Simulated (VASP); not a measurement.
Sn2H3Br:

```
CELL_PARAMETERS angstrom
5.06326 0.00000 0.00000
-2.53163 4.38491 0.00000
0.00000 0.00000 5.95300
ATOMIC_POSITIONS crystal
Sn 0.66667 0.33333 0.78129
Sn 0.33333 0.66667 0.21871
H 0.50000 0.00000 0.00000
H 0.50000 0.50000 0.00000
H 0.00000 0.50000 0.00000
Br 0.00000 0.00000 0.50000
```

The cell was built by a generator and needn't be a form met in nature.

* Program: VASP 6.6.1
* Task: relaxation of cell and atoms
* Functional: PBE
* Potentials or basis: VASP PAW PBE potentials, release 64 (Sn_d, H, Br)
* Cutoff: 520 eV
* k mesh: 6 × 6 × 4
* Occupations: gaussian, width 0.03 eV
* Spin: no spin polarisation

At the start: pressure 0.4 GPa; volume 22.03 Å³/atom.

How do energy, volume and symmetry change on relaxing?

Over 13 steps the energy falls by 5.3 meV/atom and the volume is 21.48 Å³/atom (-2.5 %); space group P-3m1 (No. 164, to 0.05 Å).

The path:
```csv
step,energy change (eV),largest force (eV/Å),pressure (GPa),volume (Å³)
1,0.0000,0.0153,0.37,132.17
2,-0.0046,0.0211,0.17,133.13
3,-0.0099,0.0458,-0.32,135.70
4,-0.0135,0.0763,-0.14,135.24
5,-0.0141,0.1468,-0.04,134.98
6,-0.0177,0.1239,-0.05,134.46
7,-0.0258,0.0703,-0.10,132.87
8,-0.0305,0.0038,-0.21,129.42
9,-0.0308,0.0124,-0.19,130.15
10,-0.0308,0.0629,0.25,127.90
11,-0.0314,0.0386,0.03,129.02
12,-0.0314,0.0456,-0.04,128.70
13,-0.0316,0.0014,0.00,128.87
```

Final structure:
```
Sn H Br
1.0
     5.26025    0.00000    0.00000
    -2.63012    4.55551    0.00000
     0.00000    0.00000    5.37802
Sn H Br
2 3 1
Direct
  0.66667 0.33333 0.76782
  0.33333 0.66667 0.23218
  0.50000 0.00000 0.00000
  0.50000 0.50000 0.00000
  0.00000 0.50000 0.00000
  0.00000 0.00000 0.50000
```
